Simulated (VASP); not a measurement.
# MgI2 (1T layered): computed properties

Calculation: r2SCAN meta-GGA, VASP's PBE PAW potentials (set 64) (plane waves; VASP).

```
Item                                                                                                   Value
-----------------------------------------------  -----------------------------------------------------------
space group                                                                                      P-3m1 (164)
cell                                             a = b = 4.1796 Å, c = 7.1545 Å, α = β = 90.00°, γ = 120.00°
volume per atom                                                                               36.08 Å^3/atom
band gap (over mesh and band path)                                                                   4.20 eV
smallest direct gap (over mesh and band path)                                                        4.53 eV
band-edge character without spin-orbit coupling                                   indirect, Γ to L-M at 0.40
band gap with spin-orbit coupling                                                                    3.86 eV
density                                                                                           4.27 g/cm³
mean ε∞ (independent particles)                                                                         4.09
```

```cif
data_I2Mg
_chemical_formula_sum 'Mg1 I2'
_space_group_name_H-M_alt 'P 1'
_space_group_IT_number 1
_cell_length_a 4.17957
_cell_length_b 4.17957
_cell_length_c 7.15454
_cell_angle_alpha 90.000
_cell_angle_beta 90.000
_cell_angle_gamma 120.000
loop_
_space_group_symop_operation_xyz
  'x, y, z'
loop_
_atom_site_label
_atom_site_type_symbol
_atom_site_fract_x
_atom_site_fract_y
_atom_site_fract_z
_atom_site_occupancy
Mg1 Mg 0.00000 0.00000 0.00000 1
I1 I 0.33333 0.66667 0.23284 1
I2 I 0.66667 0.33333 0.76716 1
```

The path is coarsely sampled, so an indirect gap can come out somewhat too large. Unless said otherwise, spin-orbit coupling is left out, though it shifts the bands of the heavy elements here.

The compound is MgI2 in the 1T layered structure. It was relaxed first, which changed the volume by +6 %. Symmetry was kept, so distortions that lower it aren't found.
